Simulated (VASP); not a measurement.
Consider the following.

```
PbS
1.0
    3.42201     0.00000     0.00000
   -1.71101     2.96355     0.00000
    0.00000     0.00000     7.39128
Pb S
2 2
Direct
  0.00000   0.00000   0.00000
  0.00000   0.00000   0.50000
  0.33333   0.66667   0.25000
  0.66667   0.33333   0.75000
```

Level of theory: PBEsol GGA, VASP's PBE PAW potentials (set 64) (plane waves; VASP). Run with 500 eV cut-off, 10×10×4 Γ-centred mesh, first-order Methfessel-Paxton smearing of 0.10 eV, potentials Pb_d S.

Unless said otherwise, spin-orbit coupling is left out, though it shifts the bands of the heavy elements here.

Task: What does the run give for the energy per atom (σ→0), pressure, band gap (on the k-mesh) with the smallest direct gap where there is one?

Result: 
```
Quantity                                                    Result
------------------------  ----------------------------------------
band gap (on the k-mesh)  none (metal, semimetal or under 0.01 eV)
energy per atom (σ→0)                               -4.118 eV/atom
pressure                                                 29.99 GPa
```

Total energies compare only between runs with the same potentials, cut-off and functional.

The structure was generated: PbS was put into the NiAs type type (P6_3/mmc), which need not be its known phase. It was relaxed first under an external pressure of 30 GPa.
